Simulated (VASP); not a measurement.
An input for Ansatz (written as the equivalent of a VASP run, and not itself run):

Ansatz 0.2 input:
```yaml
crystal:
  lattice:
    - [0.0000000, 5.7108340, 5.7108340]
    - [5.7108340, 0.0000000, 5.7108340]
    - [5.7108340, 5.7108340, 0.0000000]
  atoms:
    - { symbol: Cs, position: [0.7500000, 0.7500000, 0.7500000] }
    - { symbol: Cs, position: [0.2500000, 0.2500000, 0.2500000] }
    - { symbol: Ag, position: [0.5000000, 0.5000000, 0.5000000] }
    - { symbol: Bi, position: [0.0000000, 0.0000000, 0.0000000] }
    - { symbol: Br, position: [0.7491900, 0.2508100, 0.2508100] }
    - { symbol: Br, position: [0.2508100, 0.7491900, 0.7491900] }
    - { symbol: Br, position: [0.2508100, 0.7491900, 0.2508100] }
    - { symbol: Br, position: [0.7491900, 0.2508100, 0.7491900] }
    - { symbol: Br, position: [0.2508100, 0.2508100, 0.7491900] }
    - { symbol: Br, position: [0.7491900, 0.7491900, 0.2508100] }
kpoints:
  mp_grid: { grid: [3, 3, 3] }
hamiltonian:
  xc: pbe
  pseudopotentials: { kind: paw }
scf:
  occupations: { method: gaussian, width: 0.02 }
  max_iter: 100
output: { forces: true, stress: true, eigenvalues: true }
```

Q: Translate this input to VASP (INCAR, KPOINTS, POSCAR, choice of POTCAR).

A: One answer among several that fit: 
POSCAR:
```
Cs2AgBiBr6
8.0763390
  0.0000000000   0.7071067720   0.7071067720
  0.7071067720   0.0000000000   0.7071067720
  0.7071067720   0.7071067720   0.0000000000
Cs Ag Bi Br
2 1 1 6
direct
  0.7500000000   0.7500000000   0.7500000000
  0.2500000000   0.2500000000   0.2500000000
  0.5000000000   0.5000000000   0.5000000000
  0.0000000000   0.0000000000   0.0000000000
  0.7491900000   0.2508100000   0.2508100000
  0.2508100000   0.7491900000   0.7491900000
  0.2508100000   0.7491900000   0.2508100000
  0.7491900000   0.2508100000   0.7491900000
  0.2508100000   0.2508100000   0.7491900000
  0.7491900000   0.7491900000   0.2508100000
```

**KPOINTS**
```
Automatic
0
G
 3 3 3
```

### INCAR
```
SYSTEM=Cs2AgBiBr6
PREC=Accurate; ENCUT=300; LREAL=.FALSE.
LASPH=.TRUE.
EDIFF=1E-6; NELM=100; ALGO=Normal
LMAXMIX=4
ISMEAR=0; SIGMA=0.02
GGA=PE
ISIF=2
LWAVE=.FALSE.; LCHARG=.FALSE.
```

POTCAR, in this order: Cs_sv Ag Bi_d Br (PBE.64 set). Program: vasp_std.

The two are equivalent in intent, not identical: each code has its own PAW files, so the cut-off isn't converted (ENCUT is set for VASP's; basis.ecutwfc is left out, and Ansatz then takes the one that its files recommend); Ansatz stops its SCF on the density residual and VASP on the energy change (EDIFF).

The structure comes from a computed database's Cs2AgBiBr6 entry; how it stands against other phases isn't given here. The cell was not relaxed at this level.
